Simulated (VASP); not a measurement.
# Vibrations of NbAs at several levels of theory, part 3 of 4

How much do the zone-centre frequencies of NbAs depend on the functional? The starting structure is a measured crystal structure from the Crystallography Open Database.

VASP 6.6.1.

Results so far: LDA A1 273.9 cm⁻¹; LDA at the measured cell A1 262.8 cm⁻¹; PBEsol A1 270.0 cm⁻¹.

**5. Modes with PBE**

Level of this step: PBE; plane waves and PAW (Nb_sv, As) (VASP).

PBE, the usual starting point, adds the gradient of the density. The cell comes from a relaxation at this level, not shown (70.85 Å³).

Input file INCAR:

```
SYSTEM = NbAs
PREC = Accurate
ENCUT = 450
EDIFF = 1E-08
NELM = 100
ISMEAR = 0
SIGMA = 0.05
LREAL = .FALSE.
ALGO = Normal
GGA = PE
NBANDS = 24
LASPH = .TRUE.
LORBIT = 11
LWAVE = .FALSE.
LCHARG = .FALSE.
KPAR = 16
IBRION = 8
ISIF = 2
```

Input file POSCAR:

```
NbAs
1.0
   -3.4725205290      0.0000000000      0.0000000000
    0.0000000000      3.4725205290      0.0000000000
    1.7362602645     -1.7362602645     -5.8758119729
Nb As
2 2
Direct
    0.0010943668      0.5010943668      0.0021887336
    0.2510943668      0.2510943668      0.5021887336
    0.5829056332      0.0829056332      0.1658112664
    0.8329056332      0.8329056332      0.6658112664
```

Input file KPOINTS:

```
Automatic mesh
0
Gamma
10 10 10
0 0 0
```

The projector-augmented-wave data sets are Nb_sv and As (PBE family, release 64).

On the command line:

```sh
$ mpirun -np 16 vasp_std
```

The log of the run:

```text
[banner, memory and clock lines left out]
running   16 mpi-ranks, on    1 nodes
[...]
[... a notice as in an earlier step ...]

 LDA part: xc-table for (Slater+PW92), standard interpolation
 POSCAR, INCAR and KPOINTS ok, starting setup
[...]
entering main loop
       N       E                     dE             d eps       ncg     rms          rms(c)
DAV:   1     0.317305308789E+03    0.31731E+03   -0.17927E+04  4904   0.132E+03
DAV:   2    -0.799535663881E+01   -0.32530E+03   -0.31841E+03  6048   0.486E+02
DAV:   3    -0.329062453116E+02   -0.24911E+02   -0.24568E+02  8864   0.989E+01
DAV:   4    -0.344477389512E+02   -0.15415E+01   -0.15356E+01  7352   0.212E+01
[...]
DAV:  13    -0.325266735041E+02    0.48726E-06   -0.35790E-07  7384   0.433E-03    0.205E-03
DAV:  14    -0.325266733501E+02    0.15400E-06   -0.68781E-08  6440   0.187E-03    0.434E-04
DAV:  15    -0.325266733427E+02    0.74101E-08   -0.95969E-09  4800   0.101E-03
   1 F= -.32526673E+02 E0= -.32526094E+02  d E =-.115828E-02
[...]
RMM:  15    -0.423785669756E-01   -0.38509E-08   -0.10046E-07 36762   0.110E-04    0.151E-06
RMM:  16    -0.423785640107E-01    0.29649E-08   -0.11155E-07 36231   0.955E-05    0.951E-07
RMM:  17    -0.423785655244E-01   -0.15137E-08   -0.98963E-08 33279   0.875E-05    0.809E-07
 first order change of Fermi-energy  -0.11035E-04
 force on displaced ion       3 direction 2 :   0.000  -8.632  -0.001
 Linear response progress:
  Degree of freedom:   6/  6
       N       E                     dE             d eps       ncg     rms          rms(c)
RMM:   1    -0.631052759600E-01   -0.63105E-01   -0.22493E-02 20649   0.965E-01
RMM:   2    -0.545068140525E-01    0.85985E-02   -0.73207E-03 15718   0.383E-01    0.109E-01
RMM:   3    -0.547899766496E-01   -0.28316E-03   -0.22728E-03 15674   0.207E-01    0.111E-01
RMM:   4    -0.546265494775E-01    0.16343E-03   -0.60126E-04 16710   0.116E-01    0.466E-02
[...]
RMM:  15    -0.548183310034E-01   -0.23241E-07   -0.43525E-08 21871   0.124E-04    0.282E-06
RMM:  16    -0.548183161017E-01    0.14902E-07    0.12408E-08 22049   0.104E-04    0.469E-06
RMM:  17    -0.548183236563E-01   -0.75546E-08   -0.30262E-08 21511   0.941E-05    0.130E-06
 first order change of Fermi-energy   0.88939E-02
 force on displaced ion       3 direction 3 :   0.000  -0.000 -13.141
 Linear response finished
```

Run time: 10 min. Hardware: 16 MPI ranks of AMD EPYC 7R43, shared host; peak memory 13 GiB.

Parts of OUTCAR (step 5):

```text
  Total        0.0013473      0.0013473      0.0067157      0.0000000      0.0000000      0.0000000
  in kB        0.0304663      0.0304663      0.1518599      0.0000000      0.0000000      0.0000000
  external PRESSURE =       0.0709308 kB  Pullay stress =       0.0000000 kB

 POSITION                                       TOTAL-FORCE (eV/Angst)
 -----------------------------------------------------------------------------------
      0.00000      1.73626     -0.01286         0.000000      0.000000      0.000058
      0.00000     -0.00000     -2.95077        -0.000000      0.000000      0.000058
     -1.73626      0.00000     -0.97428         0.000000     -0.000000     -0.000058
     -1.73626      1.73626     -3.91218         0.000000     -0.000000     -0.000058
 -----------------------------------------------------------------------------------
    total drift:                                0.000011     -0.000011      0.000045

[... 1 part as in an earlier step ...]

[... 1 further part left out ...]
```

With PBE the modes are at the top A1 261.7, E (3) 251.0 cm⁻¹, at the bottom B1 (1) 220.0, E (1) 143.8 cm⁻¹, with 2 more of the listed ones between; the largest shift is -19.0 cm⁻¹, in E (3), from LDA.

**6. Modes with PBEsol + D3(BJ)**

D3 with Becke-Johnson damping keeps a finite attraction at short range. The cell comes from a relaxation at this level, not shown (66.35 Å³).

INCAR, as its differences from that of step 5:

```diff
@@ -9,3 +9,4 @@
 ALGO = Normal
-GGA = PE
+GGA = PS
+IVDW = 12
 NBANDS = 24
@@ -16,3 +17,6 @@
 KPAR = 16
-IBRION = 8
+IBRION = 6
+NFREE = 2
+POTIM = 0.015
+NSW = 1
 ISIF = 2
```

Input file POSCAR:

```
NbAs
1.0
   -3.4107654731      0.0000000000      0.0000000000
    0.0000000000      3.4107654731      0.0000000000
    1.7053827366     -1.7053827366     -5.7030456892
Nb As
2 2
Direct
    0.0015606225      0.5015606225      0.0031212449
    0.2515606225      0.2515606225      0.5031212449
    0.5824393775      0.0824393775      0.1648787551
    0.8324393775      0.8324393775      0.6648787551
```

KPOINTS is that of step 5.

On the command line:

```sh
$ mpirun -np 16 vasp_std
```

The log of the run:

```text
[banner, memory and clock lines left out]
running   16 mpi-ranks, on    1 nodes
[...]
[... a notice as in an earlier step ...]

 [... a notice as in an earlier step ...]

 LDA part: xc-table for (Slater+PW92), standard interpolation
 POSCAR, INCAR and KPOINTS ok, starting setup
[...]
entering main loop
       N       E                     dE             d eps       ncg     rms          rms(c)
DAV:   1     0.322335215821E+03    0.32234E+03   -0.17971E+04  4912   0.134E+03
DAV:   2    -0.997847155310E+01   -0.33231E+03   -0.32503E+03  6048   0.492E+02
DAV:   3    -0.355276036357E+02   -0.25549E+02   -0.25217E+02  9032   0.101E+02
DAV:   4    -0.369472378008E+02   -0.14196E+01   -0.14155E+01  7208   0.205E+01
[...]
DAV:  14    -0.350722818143E+02    0.24053E-06   -0.53958E-08  6264   0.234E-03    0.365E-04
DAV:  15    -0.350722818036E+02    0.10651E-07   -0.44166E-09  4816   0.621E-04    0.161E-04
DAV:  16    -0.350722817993E+02    0.42965E-08   -0.17165E-09  4464   0.511E-04
   1 F= -.37625983E+02 E0= -.37625446E+02  d E =-.107518E-02
[... from here on, the cycles between the ionic steps are left out ...]
   2 F= -.37624690E+02 E0= -.37624198E+02  d E =-.983004E-03
   3 F= -.37624691E+02 E0= -.37624200E+02  d E =-.983005E-03
   4 F= -.37624035E+02 E0= -.37623501E+02  d E =-.106871E-02
   5 F= -.37624034E+02 E0= -.37623500E+02  d E =-.106871E-02
   6 F= -.37624140E+02 E0= -.37623603E+02  d E =-.107211E-02
   7 F= -.37624186E+02 E0= -.37623648E+02  d E =-.107475E-02
   8 F= -.37624354E+02 E0= -.37623856E+02  d E =-.995001E-03
   9 F= -.37624354E+02 E0= -.37623856E+02  d E =-.994990E-03
  10 F= -.37624823E+02 E0= -.37624291E+02  d E =-.106384E-02
  11 F= -.37624823E+02 E0= -.37624291E+02  d E =-.106384E-02
  12 F= -.37624291E+02 E0= -.37623752E+02  d E =-.107855E-02
  13 F= -.37624247E+02 E0= -.37623713E+02  d E =-.106916E-02
 Finite differences progress:
  Degree of freedom:   6/  6
  Displacement:        2/  2
  Total:              12/ 12
```

Run time: 4.3 min. Hardware: 16 MPI ranks; peak memory 10 GiB.

From OUTCAR (step 6):

```text
 Edisp (eV)   -2.55369

 Edisp (eV)   -2.55371

  Total       0.01510    -0.10532     0.13631     0.00000     0.00000    -0.00000
  in kB       0.36463    -2.54338     3.29165     0.00000     0.00000    -0.00000
  external pressure =        0.37 kB  Pullay stress =        0.00 kB

 POSITION                                       TOTAL-FORCE (eV/Angst)
 -----------------------------------------------------------------------------------
     -0.00000      1.70538     -0.01780         0.000000     -0.000000     -0.080201
     -0.00000      0.00000     -2.86932         0.000000     -0.000000     -0.104346
     -1.70538     -0.00000     -0.95531        -0.000000      0.000000      0.231708
     -1.70538      1.70538     -3.79183         0.000000     -0.000000     -0.047161
 -----------------------------------------------------------------------------------
    total drift:                                0.000008     -0.000007      0.000088

  FREE ENERGIE OF THE ION-ELECTRON SYSTEM (eV)
  ---------------------------------------------------
  free  energy   TOTEN  =       -37.6242472638 eV

  energy  without entropy=      -37.6231781027  energy(sigma->0) =      -37.62371268

[... 1 part as in an earlier step ...]

[... 2 further parts left out ...]
[key lines of the parts left out:]
E-fermi :  10.1315
```

The last energy, forces and stress in OUTCAR belong to the last displaced cell, not to that of POSCAR.

With PBEsol + D3(BJ) the modes are at the top E (3) 281.3, A1 281.0 cm⁻¹, at the bottom B1 (1) 239.1, E (1) 154.0 cm⁻¹, with 2 more of the listed ones between; the largest shift is +11.3 cm⁻¹, in E (3), from LDA.

**7. Modes with r2SCAN**

r2SCAN adds the kinetic-energy density, costs more than a GGA and is run with LASPH. The cell comes from a relaxation at this level, not shown (70.28 Å³).

INCAR, as its differences from that of step 6:

```diff
@@ -9,6 +9,5 @@
 ALGO = Normal
-GGA = PS
-IVDW = 12
+METAGGA = R2SCAN
+LASPH = .TRUE.
 NBANDS = 24
-LASPH = .TRUE.
 LORBIT = 11
```

Input file POSCAR:

```
NbAs
1.0
   -3.4555271564      0.0000000000      0.0000000000
    0.0000000000      3.4555271564      0.0000000000
    1.7277635782     -1.7277635782     -5.8853594880
Nb As
2 2
Direct
    0.0008566176      0.5008566176      0.0017132351
    0.2508566176      0.2508566176      0.5017132351
    0.5831433824      0.0831433824      0.1662867649
    0.8331433824      0.8331433824      0.6662867649
```

KPOINTS is that of step 6.

On the command line:

```sh
$ mpirun -np 16 vasp_std
```

The log of the run:

```text
[banner, memory and clock lines left out]
running   16 mpi-ranks, on    1 nodes
[...]
[... a notice as in an earlier step ...]

 [... a notice as in an earlier step ...]

 LDA part: xc-table for (None), standard interpolation
 POSCAR, INCAR and KPOINTS ok, starting setup
[...]
entering main loop
       N       E                     dE             d eps       ncg     rms          rms(c)
DAV:   1     0.271920096532E+03    0.27192E+03   -0.18497E+04  4920   0.137E+03
DAV:   2    -0.676039105635E+02   -0.33952E+03   -0.33200E+03  6024   0.507E+02
DAV:   3    -0.952195216003E+02   -0.27616E+02   -0.27311E+02  9080   0.104E+02
DAV:   4    -0.971009354274E+02   -0.18814E+01   -0.18723E+01  7184   0.229E+01
[...]
DAV:  14    -0.822668445414E+02   -0.11132E-06   -0.42797E-08  5536   0.179E-03    0.603E-04
DAV:  15    -0.822668444712E+02    0.70283E-07   -0.41115E-09  4848   0.704E-04    0.172E-04
DAV:  16    -0.822668444794E+02   -0.82546E-08   -0.79520E-10  4512   0.339E-04
   1 F= -.82266844E+02 E0= -.82266421E+02  d E =-.847664E-03
[... from here on, the cycles between the ionic steps are left out ...]
   2 F= -.82265776E+02 E0= -.82265383E+02  d E =-.785998E-03
   3 F= -.82265775E+02 E0= -.82265382E+02  d E =-.785999E-03
   4 F= -.82265288E+02 E0= -.82264865E+02  d E =-.846332E-03
   5 F= -.82265288E+02 E0= -.82264865E+02  d E =-.846333E-03
   6 F= -.82265173E+02 E0= -.82264742E+02  d E =-.863006E-03
   7 F= -.82265247E+02 E0= -.82264821E+02  d E =-.851250E-03
   8 F= -.82265568E+02 E0= -.82265170E+02  d E =-.796574E-03
   9 F= -.82265568E+02 E0= -.82265170E+02  d E =-.796578E-03
  10 F= -.82265835E+02 E0= -.82265414E+02  d E =-.841798E-03
  11 F= -.82265835E+02 E0= -.82265414E+02  d E =-.841817E-03
  12 F= -.82265322E+02 E0= -.82264897E+02  d E =-.848917E-03
  13 F= -.82265249E+02 E0= -.82264823E+02  d E =-.851746E-03
 Finite differences progress:
  Degree of freedom:   6/  6
  Displacement:        2/  2
  Total:              12/ 12
```

The job ended after 14 min (16 MPI ranks; peak memory 9.8 GiB; 3.7 h of CPU time).

OUTCAR, selected parts (step 7):

```text
  Total        0.0043261     -0.0774677      0.1096065      0.0000000      0.0000000      0.0000000
  in kB        0.0986284     -1.7661586      2.4988787      0.0000000      0.0000000      0.0000000
  external PRESSURE =       0.2771162 kB  Pullay stress =       0.0000000 kB

 POSITION                                       TOTAL-FORCE (eV/Angst)
 -----------------------------------------------------------------------------------
     -0.00000      1.72776     -0.01008         0.000000     -0.000000     -0.080656
     -0.00000      0.00000     -2.95276        -0.000000     -0.000000     -0.090740
     -1.72776     -0.00000     -0.99366        -0.000000      0.000000      0.211627
     -1.72776      1.72776     -3.92134         0.000000     -0.000000     -0.040231
 -----------------------------------------------------------------------------------
    total drift:                                0.000013     -0.000013      0.000398

  FREE ENERGIE OF THE ION-ELECTRON SYSTEM (eV)
  ---------------------------------------------------
  free  energy   TOTEN  =       -82.2652486571 eV

  energy  without entropy=      -82.2643969114  energy(sigma->0) =      -82.26482278

[... 1 part as in an earlier step ...]

[... 2 further parts left out ...]
[key lines of the parts left out:]
E-fermi :   9.4986
```

With r2SCAN the modes are at the top A1 269.2, E (3) 251.4 cm⁻¹, at the bottom B1 (1) 228.7, E (1) 147.0 cm⁻¹, with 2 more of the listed ones between; the largest shift is -18.6 cm⁻¹, in E (3), from LDA.

**8. Modes with LDA+U (Nb d 2 eV)**

The U is chosen by hand, not computed for this crystal, and pushes the named shell towards whole occupations. The cell comes from a relaxation at this level, not shown (68.43 Å³).

INCAR, as its differences from that of step 7:

```diff
@@ -9,5 +9,12 @@
 ALGO = Normal
-METAGGA = R2SCAN
+GGA = CA
+NBANDS = 24
+LDAU = .TRUE.
+LDAUTYPE = 2
+LDAUL = 2 -1
+LDAUU = 2 0
+LDAUJ = 0 0
+LDAUPRINT = 1
 LASPH = .TRUE.
-NBANDS = 24
+LMAXMIX = 4
 LORBIT = 11
```

Input file POSCAR:

```
NbAs
1.0
   -3.4338918082      0.0000000000      0.0000000000
    0.0000000000      3.4338918082      0.0000000000
    1.7169459041     -1.7169459041     -5.8029772307
Nb As
2 2
Direct
    0.0011512752      0.5011512752      0.0023025505
    0.2511512752      0.2511512752      0.5023025505
    0.5828487248      0.0828487248      0.1656974495
    0.8328487248      0.8328487248      0.6656974495
```

KPOINTS is that of step 7.

The projector-augmented-wave data sets are Nb_sv and As (LDA family, release 64).

On the command line:

```sh
$ mpirun -np 16 vasp_std
```

The log of the run:

```text
[... set-up lines as in an earlier step ...]
 entering main loop
       N       E                     dE             d eps       ncg     rms          rms(c)
DAV:   1     0.341422478137E+03    0.34142E+03   -0.17725E+04  4912   0.134E+03
DAV:   2    -0.762122288357E+01   -0.34904E+03   -0.34167E+03  6656   0.540E+02
DAV:   3    -0.331739714545E+02   -0.25553E+02   -0.25256E+02  8776   0.108E+02
DAV:   4    -0.349395741086E+02   -0.17656E+01   -0.17598E+01  7784   0.233E+01
[...]
DAV:  12    -0.326447257549E+02    0.30075E-06   -0.19518E-06  7488   0.149E-02    0.251E-03
DAV:  13    -0.326447256881E+02    0.66830E-07   -0.18425E-07  8792   0.363E-03    0.121E-03
DAV:  14    -0.326447256823E+02    0.58085E-08   -0.49224E-08  6360   0.281E-03
   1 F= -.32644726E+02 E0= -.32644232E+02  d E =-.987437E-03
[... from here on, the cycles between the ionic steps are left out ...]
   2 F= -.32643566E+02 E0= -.32643118E+02  d E =-.896799E-03
   3 F= -.32643567E+02 E0= -.32643118E+02  d E =-.896808E-03
   4 F= -.32642971E+02 E0= -.32642478E+02  d E =-.985310E-03
   5 F= -.32642971E+02 E0= -.32642478E+02  d E =-.985315E-03
   6 F= -.32643026E+02 E0= -.32642531E+02  d E =-.989290E-03
   7 F= -.32643035E+02 E0= -.32642536E+02  d E =-.996958E-03
   8 F= -.32643266E+02 E0= -.32642810E+02  d E =-.912239E-03
   9 F= -.32643266E+02 E0= -.32642810E+02  d E =-.912197E-03
  10 F= -.32643639E+02 E0= -.32643149E+02  d E =-.979613E-03
  11 F= -.32643639E+02 E0= -.32643150E+02  d E =-.979623E-03
  12 F= -.32643126E+02 E0= -.32642629E+02  d E =-.992716E-03
  13 F= -.32643120E+02 E0= -.32642629E+02  d E =-.982552E-03
 Finite differences progress:
  Degree of freedom:   6/  6
  Displacement:        2/  2
  Total:              12/ 12
```

Wall time 5.9 min (16 MPI ranks); peak memory 9.7 GiB; 1.6 h of CPU time.

(Continued in part 4 of 4.)

[Lines on the potential files, build, host, timing and source positions are cut from VASP's logs without a mark.]

[Logs are printed without paths, hosts, clocks, repeated set-up lines and the standing remarks that a program may print on its own settings, such as how far it seeks lower states.]

[Hosts, paths, dates, database ids (printed as entryN), source tags and the programs' standing remarks are cut or masked in the printed files.]
